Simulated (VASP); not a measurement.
# Sound and unsound inputs on Ti

Which changes to a sound input spoil a run on Ti, which are harmless, and which give a warning? All runs use r2SCAN. This is not the structure that Ti takes at ambient conditions. The start is a cell from a database of measured crystal structures.

Calculated with VASP 6.6.1; r2SCAN; plane waves and PAW (Ti_sv).

The starting crystal is not the ambient structure of Ti (hexagonal, No. 194); it is a model or a phase of other conditions.

## (1) Set-up

The structure is cubic, space group Fm-3m (No. 225). The conventional cell has a = 4.060 Å, b = 4.060 Å, c = 4.060 Å, α = 90.00°, β = 90.00°, γ = 90.00°. Nearest to Ti lie 12 Ti at 2.87 Å.

Structure file:

```xyz
1
Lattice="0.0000 2.0300 2.0300 2.0300 0.0000 2.0300 2.0300 2.0300 0.0000" Properties=species:S:1:pos:R:3 pbc="T T T"
Ti    0.0000    0.0000    0.0000
```

## (2) Reference run

A single point writes out the density, ELF and the potential. r2SCAN adds the kinetic-energy density, costs more than a GGA and is run with LASPH.

Input file INCAR:

```
SYSTEM = Ti
PREC = Accurate
ENCUT = 400
EDIFF = 1E-06
NELM = 100
ISMEAR = -1
SIGMA = 0.05
LREAL = .FALSE.
ALGO = Normal
METAGGA = R2SCAN
LASPH = .TRUE.
NBANDS = 12
LORBIT = 11
LWAVE = .FALSE.
LCHARG = .TRUE.
ISIF = 2
LELF = .TRUE.
LVHAR = .TRUE.
```

Input file POSCAR:

```
Ti
1.0
    0.0000000000      2.0300000000      2.0300000000
    2.0300000000      0.0000000000      2.0300000000
    2.0300000000      2.0300000000      0.0000000000
Ti
1
Direct
    0.0000000000      0.0000000000      0.0000000000
```

Input file KPOINTS:

```
Automatic mesh
0
Gamma
9 9 9
0 0 0
```

The projector-augmented-wave data sets are Ti_sv (PBE family, release 64).

Started as:

```bash
$ mpirun -np 2 vasp_std
```

The program printed:

```text
[banner, memory and clock lines left out]
running    2 mpi-ranks, on    1 nodes
 distrk:  each k-point on    2 cores,    1 groups
 distr:  one band on    1 cores,    2 groups

 POSCAR found type information on POSCAR Ti
 POSCAR found :  1 types and       1 ions
|                                                                             |
|               ----> ADVICE to this user running VASP <----                  |
|                                                                             |
|     You enforced a specific xc type in the INCAR file but a different       |
|     [... a line on the potential file left out ...]
|     I HOPE YOU KNOW WHAT YOU ARE DOING!                                     |
|                                                                             |

 LDA part: xc-table for (None), standard interpolation
 POSCAR, INCAR and KPOINTS ok, starting setup
 FFT: planning ... GRIDC
 FFT: planning ... GRID_SOFT
 FFT: planning ... GRID
 WAVECAR not read
 entering main loop
       N       E                     dE             d eps       ncg     rms          rms(c)
DAV:   1     0.710781669468E+02    0.71078E+02   -0.58386E+03   852   0.106E+03
DAV:   2    -0.133319908880E+02   -0.84410E+02   -0.82093E+02   872   0.280E+02
DAV:   3    -0.170958432488E+02   -0.37639E+01   -0.37340E+01  1168   0.618E+01
DAV:   4    -0.171668637948E+02   -0.71021E-01   -0.70974E-01   952   0.769E+00
DAV:   5    -0.171684536684E+02   -0.15899E-02   -0.15899E-02  1008   0.986E-01    0.105E+01
DAV:   6    -0.128275250959E+02    0.43409E+01   -0.49054E+00   968   0.359E+01    0.173E+00
DAV:   7    -0.128491226812E+02   -0.21598E-01   -0.11495E-01   916   0.315E+00    0.111E+00
DAV:   8    -0.128689688025E+02   -0.19846E-01   -0.58948E-02  1176   0.262E+00    0.508E-01
DAV:   9    -0.128703339776E+02   -0.13652E-02   -0.34478E-02   916   0.287E+00    0.485E-01
DAV:  10    -0.128667016276E+02    0.36323E-02   -0.96290E-03   904   0.156E+00    0.188E-02
DAV:  11    -0.128667288843E+02   -0.27257E-04   -0.82728E-05   984   0.941E-02    0.872E-03
DAV:  12    -0.128667310884E+02   -0.22040E-05   -0.10413E-05   996   0.383E-02    0.233E-03
DAV:  13    -0.128667318848E+02   -0.79643E-06   -0.41855E-07   580   0.845E-03
   1 F= -.12866732E+02 E0= -.12860077E+02  d E =-.133104E-01
```

Wall time 19 s (2 MPI ranks of AMD EPYC 7R43, shared host); peak memory 0.17 GiB.

The logs omit lines about the potential files and the build; timing stands in the text.

OUTCAR, selected parts (step 2):

```text
ion  position               nearest neighbor table
   1  0.000  0.000  0.000-

  LATTYP: Found a face centered cubic cell.
 ALAT       =     4.0600000000

 Subroutine GETGRP returns: Found 48 space group operations
 (whereof 48 operations were pure point group operations)

The static configuration has the point symmetry O_h .

 Found     35 irreducible k-points:

   k-points           NKPTS =     35   k-points in BZ     NKDIM =     35   number of bands    NBANDS=     12

   dimension x,y,z NGX =    20 NGY =   20 NGZ =   20
   dimension x,y,z NGXF=    40 NGYF=   40 NGZF=   40

   ENCUT  =  400.0 eV  29.40 Ry    5.42 a.u.   4.68  4.68  4.68*2*pi/ulx,y,z

   NELECT =      12.0000    total number of electrons

 k-points in reciprocal lattice and weights: Automatic mesh
   0.00000000  0.00000000  0.00000000       0.001
   0.11111111  0.00000000  0.00000000       0.011
   0.22222222  0.00000000  0.00000000       0.011
   0.33333333  0.00000000  0.00000000       0.011
   0.44444444  0.00000000  0.00000000       0.011
   0.11111111  0.11111111  0.00000000       0.008
   0.22222222  0.11111111  0.00000000       0.033
   0.33333333  0.11111111  0.00000000       0.033
   0.44444444  0.11111111  0.00000000       0.033
[...]
-0.33333333  0.44444444  0.11111111       0.033
  -0.33333333  0.44444444  0.22222222       0.033

 average (electrostatic) potential at core
       1 -76.4296

 E-fermi :   8.6334

 k-point     1 :       0.0000    0.0000    0.0000
  band No.  band energies     occupation
      1     -50.3353      2.00000
      2     -25.1017      2.00000
      3     -25.1016      2.00000
      4     -25.1016      2.00000
      5       2.1209      2.00000
      6       9.6626      0.00000
      7       9.6626      0.00000
      8       9.6627      0.00000
      9      11.5513      0.00000
     10      11.5513      0.00000
    ...

 k-point     2 :       0.1111    0.0000    0.0000
  band No.  band energies     occupation
      1     -50.3182      2.00000
      2     -25.1970      2.00000
      3     -25.1133      2.00000
      4     -25.1133      2.00000
      5       2.5417      2.00000
      6       9.3933      0.00000
      7       9.8060      0.00000
      8       9.8061      0.00000
      9      11.4610      0.00000
     10      11.4610      0.00000
    ...

 k-point     3 :       0.2222    0.0000    0.0000
  band No.  band energies     occupation
      1     -50.2740      2.00000
      2     -25.4344      2.00000
      3     -25.1427      2.00000
      4     -25.1427      2.00000
      5       3.6787      2.00000
      6       8.8464      0.02783
      7       9.9778      0.00000
      8       9.9779      0.00000
      9      11.4939      0.00000
     10      11.4939      0.00000
    ...

  Total        0.4765488      0.4765488      0.4765488     -0.0000000      0.0000000      0.0000000
  in kB       45.6351861     45.6351861     45.6351861     -0.0000000      0.0000000      0.0000000
  external PRESSURE =      45.6351861 kB  Pullay stress =       0.0000000 kB

  energy-cutoff  :      400.00
  volume of cell :       16.73
      direct lattice vectors                 reciprocal lattice vectors
     0.000000000  2.030000000  2.030000000    -0.246305419  0.246305419  0.246305419
     2.030000000  0.000000000  2.030000000     0.246305419 -0.246305419  0.246305419
     2.030000000  2.030000000  0.000000000     0.246305419  0.246305419 -0.246305419

 POSITION                                       TOTAL-FORCE (eV/Angst)
 -----------------------------------------------------------------------------------
      0.00000      0.00000      0.00000         0.000000      0.000000      0.000000
 -----------------------------------------------------------------------------------
    total drift:                               -0.000000     -0.000000     -0.000000

  FREE ENERGIE OF THE ION-ELECTRON SYSTEM (eV)
  ---------------------------------------------------
  free  energy   TOTEN  =       -12.8667318848 eV

  energy  without entropy=      -12.8534214628  energy(sigma->0) =      -12.86007667

 total charge
# of ion       s       p       d       tot
------------------------------------------
    1        2.250   6.146   1.866  10.262

[... 3 further parts left out ...]
```

The k-mesh is coarse for a metal. The PAW data sets were made with PBE, which is usual practice but a small mismatch for other functionals. At this level the cell is under a pressure of 4.6 GPa, so at these settings it is away from equilibrium.

Numbers from this step:

```yaml
scf_cycles: 13
electrons: 12
bands: 12
irreducible_k_points: 35
symmetry_operations: 48
free_energy_toten: -12.87 eV
energy_at_zero_smearing: -12.86 eV
fermi_energy: 8.633 eV
pressure: 4.564 GPa
metallic_judged_on_the_points_sampled: yes
```

Electrostatic potential energy in the ac plane of the conventional cell at fractional y = 0.000, with atoms of Ti within 0.2 Å of it. With pseudopotentials it is smooth inside the atoms' cores, unlike the true potential.

Values in eV, 14 rows by 14 columns, each cell a mean:
```
-62 -57 -39 -13  -1   2   3   3   3   1  -4 -24 -47 -60
-51 -42 -25  -7  -1   1   2   2   2   0  -2 -13 -33 -47
-27 -20  -9  -3  -1  -1  -1  -2  -1  -1  -2  -4 -13 -24
 -5  -3  -2  -2  -3  -7 -13 -15 -10  -5  -2  -2  -2  -4
  1   1   0  -2  -9 -25 -39 -42 -34 -18  -5  -1   0   1
  3   2   1  -3 -20 -42 -57 -59 -52 -34 -10  -1   2   3
  3   3   1  -5 -27 -51 -62 -63 -59 -42 -15  -2   2   3
  3   3   1  -4 -24 -47 -60 -62 -57 -39 -13  -1   2   3
  2   2   0  -2 -13 -33 -47 -51 -42 -25  -7  -1   1   2
 -2  -1  -1  -2  -4 -13 -24 -27 -20  -9  -3  -1  -1  -1
-15 -10  -5  -2  -2  -2  -4  -5  -3  -2  -2  -3  -7 -13
-42 -34 -18  -5  -1   0   1   1   1   0  -2  -9 -25 -39
-59 -52 -34 -10  -1   2   3   3   2   1  -3 -20 -42 -57
-63 -59 -42 -15  -2   2   3   3   3   1  -5 -27 -51 -62
```
Columns run along a (4.1 Å; values clipped at the 3rd and 97th percentile), rows up along c (4.1 Å), edges of the conventional cell, whose origin can differ from the input's. Atoms in or near the plane, at fractional coordinates: Ti at (0.00, 0.00), Ti at (0.50, 0.50).

ELF in the ac plane of the conventional cell at fractional y = 0.000, with atoms of Ti within 0.2 Å of it. It is the smooth field of the valence electrons, not physical close to the nuclei.

Ten even steps from '_' (0.13) to '@' (0.97), each cell a mean:
```
@@##--__..==**##**--__..++%%
++==..__..--======::____::++
..______......__......____..
______..______________..____
----::____..----::..__..::--
**++--____==##%%**::__..==**
##**--__..++@@@@%%--____==##
##**--__..++%%@@##--__..==**
====::____::++++==..__..--==
__......____....______......
________..__________..______
--::..__..::------::____..--
%%**::__..==****++--____==##
@@%%--____==####**--__..++@@
```
Columns run along a (4.1 Å), rows up along c (4.1 Å), edges of the conventional cell, whose origin can differ from the input's. Atoms in or near the plane, at fractional coordinates: Ti at (0.00, 0.00), Ti at (0.50, 0.50).

Valence density in the ac plane of the conventional cell at fractional y = 0.000, with atoms of Ti within 0.2 Å of it. It is the smooth field of the valence electrons, not physical close to the nuclei.

Ten even steps from '0' (0 e/Å³) to '9' (14 e/Å³), each cell a mean:
```
74100000000026
31000000000012
00000000000000
00000000000000
00000011100000
00000145310000
00000379510000
00000267410000
00000123100000
00000000000000
00000000000000
11000000000001
53100000000014
95100000000037
```
Columns run along a (4.1 Å), rows up along c (4.1 Å), edges of the conventional cell, whose origin can differ from the input's. Atoms in or near the plane, at fractional coordinates: Ti at (0.00, 0.00), Ti at (0.50, 0.50).

The pressure is 4.56 GPa and the largest force 0.000 eV/Å, so the cell is not at a minimum at these settings.

## (3) Self-consistent run (r2SCAN) with a changed input

A single point gives energy, forces and stress at these settings. Some settings are moved from the usual, to see what they do.

Input file INCAR:

```
SYSTEM = Ti
PREC = Normal
ENCUT = 400
EDIFF = 1E-06
NELM = 100
ISMEAR = -1
SIGMA = 0.05
LREAL = .FALSE.
ALGO = Normal
METAGGA = R2SCAN
LASPH = .TRUE.
NBANDS = 12
LORBIT = 11
LWAVE = .FALSE.
LCHARG = .FALSE.
KPAR = 2
ISIF = 2
```

POSCAR is that of step 2.

Input file KPOINTS:

```
Automatic mesh
0
Monkhorst-Pack
9 9 9
0 0 0
```

Started as:

```bash
$ mpirun -np 2 vasp_std
```

The program printed:

```text
[banner, memory and clock lines left out]
running    2 mpi-ranks, on    1 nodes
 distrk:  each k-point on    1 cores,    2 groups
 distr:  one band on    1 cores,    1 groups

 POSCAR found type information on POSCAR Ti
 POSCAR found :  1 types and       1 ions
 [... a notice as in an earlier step ...]

 LDA part: xc-table for (None), standard interpolation
 POSCAR, INCAR and KPOINTS ok, starting setup
 FFT: planning ... GRIDC
 FFT: planning ... GRID_SOFT
 FFT: planning ... GRID
 WAVECAR not read
 entering main loop
       N       E                     dE             d eps       ncg     rms          rms(c)
DAV:   1     0.710740531061E+02    0.71074E+02   -0.58388E+03   852   0.106E+03
DAV:   2    -0.133331942845E+02   -0.84407E+02   -0.82090E+02   872   0.280E+02
DAV:   3    -0.170961182475E+02   -0.37629E+01   -0.37330E+01  1168   0.618E+01
DAV:   4    -0.171670907816E+02   -0.70973E-01   -0.70926E-01   952   0.768E+00
DAV:   5    -0.171686796022E+02   -0.15888E-02   -0.15888E-02  1008   0.985E-01    0.105E+01
DAV:   6    -0.128270180644E+02    0.43417E+01   -0.49005E+00   968   0.358E+01    0.173E+00
DAV:   7    -0.128492422616E+02   -0.22224E-01   -0.11488E-01   912   0.315E+00    0.111E+00
DAV:   8    -0.128692719489E+02   -0.20030E-01   -0.59436E-02  1172   0.264E+00    0.510E-01
DAV:   9    -0.128706367047E+02   -0.13648E-02   -0.34851E-02   920   0.289E+00    0.487E-01
DAV:  10    -0.128669598615E+02    0.36768E-02   -0.97304E-03   904   0.157E+00    0.184E-02
DAV:  11    -0.128669893436E+02   -0.29482E-04   -0.82995E-05   992   0.943E-02    0.868E-03
DAV:  12    -0.128669916886E+02   -0.23450E-05   -0.10415E-05   988   0.383E-02    0.228E-03
DAV:  13    -0.128669926548E+02   -0.96617E-06   -0.43153E-07   588   0.861E-03
   1 F= -.12866993E+02 E0= -.12860340E+02  d E =-.133057E-01
```

It took 10 s on 2 MPI ranks; peak memory 0.14 GiB; 19 s of CPU time.

From OUTCAR (step 3):

```text
The static configuration has the point symmetry O_h .

 Found     35 irreducible k-points:

   dimension x,y,z NGX =    14 NGY =   14 NGZ =   14
   dimension x,y,z NGXF=    28 NGYF=   28 NGZF=   28

   NELECT =      12.0000    total number of electrons

 E-fermi :   8.6327

 k-point     1 :       0.0000    0.0000    0.0000
  band No.  band energies     occupation
      1     -50.3366      2.00000
      2     -25.1025      2.00000
      3     -25.1025      2.00000
      4     -25.1019      2.00000
      5       2.1180      2.00000
      6       9.6624      0.00000
      7       9.6624      0.00000
      8       9.6624      0.00000
      9      11.5497      0.00000
     10      11.5497      0.00000
    ...

 k-point     2 :       0.1111    0.0000    0.0000
  band No.  band energies     occupation
      1     -50.3194      2.00000
      2     -25.1978      2.00000
      3     -25.1142      2.00000
      4     -25.1136      2.00000
      5       2.5389      2.00000
      6       9.3931      0.00000
      7       9.8058      0.00000
      8       9.8059      0.00000
      9      11.4594      0.00000
     10      11.4595      0.00000
    ...

  Total        0.4704398      0.4704398      0.4704398     -0.0000000     -0.0000000     -0.0000000
  in kB       45.0501842     45.0501842     45.0501842     -0.0000000     -0.0000000     -0.0000000
  external PRESSURE =      45.0501842 kB  Pullay stress =       0.0000000 kB

 POSITION                                       TOTAL-FORCE (eV/Angst)
 -----------------------------------------------------------------------------------
      0.00000      0.00000      0.00000        -0.000000      0.000000      0.000000
 -----------------------------------------------------------------------------------
    total drift:                               -0.000000     -0.000000      0.000000

  FREE ENERGIE OF THE ION-ELECTRON SYSTEM (eV)
  ---------------------------------------------------
  free  energy   TOTEN  =       -12.8669926548 eV

  energy  without entropy=      -12.8536869118  energy(sigma->0) =      -12.86033978

[... 8 parts as in an earlier step ...]

[... 5 further parts left out ...]
```

PREC = Normal changes the FFT grids. At this level the cell is under a pressure of 4.5 GPa, so at these settings it is away from equilibrium.

Numbers from this step:

- pressure: 4.505 GPa

Against the reference run the energy at zero smearing moves by -0.26 meV an atom and the pressure by -0.06 GPa.

## (4) Total energy, forces and stress (r2SCAN) with a changed input

This run is made with a changed input; what comes of it follows.

Changes to INCAR since step 3:

```diff
@@ -1,4 +1,4 @@
 SYSTEM = Ti
-PREC = Normal
-ENCUT = 400
+PREC = Accurate
+ENCUT = 120
 EDIFF = 1E-06
```

POSCAR is that of step 3.

Input file KPOINTS:

```
Automatic mesh
0
Gamma
9 9 9
0 0 0
```

Started as:

```bash
$ mpirun -np 2 vasp_std
```

The program printed:

```text
[... set-up lines as in an earlier step ...]
 entering main loop
       N       E                     dE             d eps       ncg     rms          rms(c)
DAV:   1     0.643438343103E+01    0.64344E+01   -0.29744E+03   916   0.424E+02
DAV:   2    -0.187215024974E+02   -0.25156E+02   -0.24476E+02   944   0.113E+02
DAV:   3    -0.189042763265E+02   -0.18277E+00   -0.18261E+00   960   0.953E+00
DAV:   4    -0.189044838706E+02   -0.20754E-03   -0.20754E-03   940   0.347E-01
DAV:   5    -0.189044843091E+02   -0.43848E-06   -0.43888E-06   924   0.146E-02    0.314E+01
DAV:   6    -0.928670251128E+01    0.96178E+01   -0.72940E+00   920   0.314E+01    0.155E+01
DAV:   7    -0.838254691065E+01    0.90416E+00   -0.27702E+00   920   0.162E+01    0.272E+00
DAV:   8    -0.835968816036E+01    0.22859E-01   -0.10625E-01   848   0.279E+00    0.205E+00
DAV:   9    -0.837012107835E+01   -0.10433E-01   -0.75327E-03   872   0.581E-01    0.921E-02
DAV:  10    -0.837026281268E+01   -0.14173E-03   -0.50066E-04   896   0.214E-01    0.459E-02
DAV:  11    -0.837022295612E+01    0.39857E-04   -0.16971E-05   876   0.319E-02    0.115E-02
DAV:  12    -0.837022367118E+01   -0.71506E-06   -0.56347E-06   920   0.216E-02
   1 F= -.83702237E+01 E0= -.83648647E+01  d E =-.107180E-01
```

Run time: 6.6 s. Hardware: 2 MPI ranks; peak memory 0.13 GiB.

From OUTCAR (step 4):

```text
The static configuration has the point symmetry O_h .

 Found     35 irreducible k-points:

   dimension x,y,z NGX =    10 NGY =   10 NGZ =   10
   dimension x,y,z NGXF=    20 NGYF=   20 NGZF=   20

   ENCUT  =  120.0 eV   8.82 Ry    2.97 a.u.   2.56  2.56  2.56*2*pi/ulx,y,z

   NELECT =      12.0000    total number of electrons

 E-fermi :   9.3433

 k-point     1 :       0.0000    0.0000    0.0000
  band No.  band energies     occupation
    ...
      4     -28.9661      2.00000
      5       5.7431      2.00000
      6       8.8548      1.99989
      7       8.8548      1.99989
      8       8.8554      1.99988
      9      11.5435      0.00000
     10      11.5435      0.00000
     11      25.2328      0.00000
     12      30.3326      0.00000

 k-point     2 :       0.1111    0.0000    0.0000
  band No.  band energies     occupation
    ...
      3     -28.9325      2.00000
      4     -28.6681      2.00000
      5       6.0735      2.00000
      6       9.0367      1.99567
      7       9.0372      1.99562
      8       9.5384      0.03961
      9      11.5443      0.00000
     10      11.5444      0.00000
     11      25.7977      0.00000
     12      28.3421      0.00000

  Total      -68.4120752    -68.4120752    -68.4120752     -0.0000000      0.0000000     -0.0000000
  in kB    -6551.2660622  -6551.2660622  -6551.2660622     -0.0000000      0.0000000     -0.0000000
  external PRESSURE =   -6551.2660622 kB  Pullay stress =       0.0000000 kB

  energy-cutoff  :      120.00
  volume of cell :       16.73
      direct lattice vectors                 reciprocal lattice vectors
     0.000000000  2.030000000  2.030000000    -0.246305419  0.246305419  0.246305419
     2.030000000  0.000000000  2.030000000     0.246305419 -0.246305419  0.246305419
     2.030000000  2.030000000  0.000000000     0.246305419  0.246305419 -0.246305419

 POSITION                                       TOTAL-FORCE (eV/Angst)
 -----------------------------------------------------------------------------------
      0.00000      0.00000      0.00000         0.000000      0.000000      0.000000
 -----------------------------------------------------------------------------------
    total drift:                               -0.000000      0.000000     -0.000000

  FREE ENERGIE OF THE ION-ELECTRON SYSTEM (eV)
  ---------------------------------------------------
  free  energy   TOTEN  =        -8.3702236712 eV

  energy  without entropy=       -8.3595056517  energy(sigma->0) =       -8.36486466

 total charge
# of ion       s       p       d       tot
------------------------------------------
    1        2.096   6.365   2.233  10.694

[... 5 parts as in an earlier step ...]

[... 5 further parts left out ...]
```

The run converged, but on settings that are not sound, so its numbers are not to be trusted.

Against the sound run on this cell (reference run) the energy at zero smearing moves by +4495.2 meV an atom and the pressure by -659.69 GPa.

The fault in the input: cutoff far too low (ENCUT = 120). Raise ENCUT to at least the largest default of the data sets.

[end of part 1 of 3]

[Lines on the potential files, build, host, timing and source positions are cut from VASP's logs without a mark.]

[Logs are printed without paths, hosts, clocks, repeated set-up lines and the standing remarks that a program may print on its own settings, such as how far it seeks lower states.]

[Hosts, paths, dates, database ids (printed as entryN), source tags and the programs' standing remarks are cut or masked in the printed files.]

[A measured line is paired with the nearest computed mode of its activity, which favours agreement.]

[In band tables of VASP the shares of atoms and orbitals are scaled to a sum of 1 inside the atoms' spheres.]
